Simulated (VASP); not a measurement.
```
LuAs
1.0
    2.01088     1.16098     3.44161
   -2.01088     1.16098     3.44161
    0.00000    -2.32196     3.44161
Lu As
1 1
Direct
  0.76240   0.76240   0.76240
  0.23760   0.23760   0.23760
```

Calculation: PBE GGA, VASP's PBE PAW potentials (set 64) (plane waves; VASP 6.6.1). Run with 300 eV cut-off, 8×8×8 Γ-centred mesh, Fermi-Dirac smearing of 0.10 eV, potentials Lu_3 As.

Task: Give the energies of bands 5 to 10 at the high-symmetry points, in eV from the Fermi level.

Result: 
```json
[
 {"band": "5", "Γ": "-0.33", "T": "-4.96", "H2": "-2.82", "L": "-4.86", "S0": "-3.14", "F": "-3.21"},
 {"band": "6", "Γ": "0.10", "T": "-1.87", "H2": "-2.65", "L": "-2.10", "S0": "-2.95", "F": "-1.50"},
 {"band": "7", "Γ": "0.10", "T": "-1.87", "H2": "-2.63", "L": "-1.90", "S0": "-1.68", "F": "-0.87"},
 {"band": "8", "Γ": "1.81", "T": "3.75", "H2": "2.59", "L": "3.22", "S0": "1.23", "F": "0.05"},
 {"band": "9", "Γ": "1.81", "T": "3.86", "H2": "2.91", "L": "3.71", "S0": "3.89", "F": "2.55"},
 {"band": "10", "Γ": "1.93", "T": "3.86", "H2": "3.41", "L": "4.14", "S0": "4.15", "F": "3.55"}
]
```

It has no gap at this level: it comes out as a metal or semimetal.

The structure was generated: LuAs was put into an ordered model structure, which need not be its known phase. The cell was not relaxed at this level.
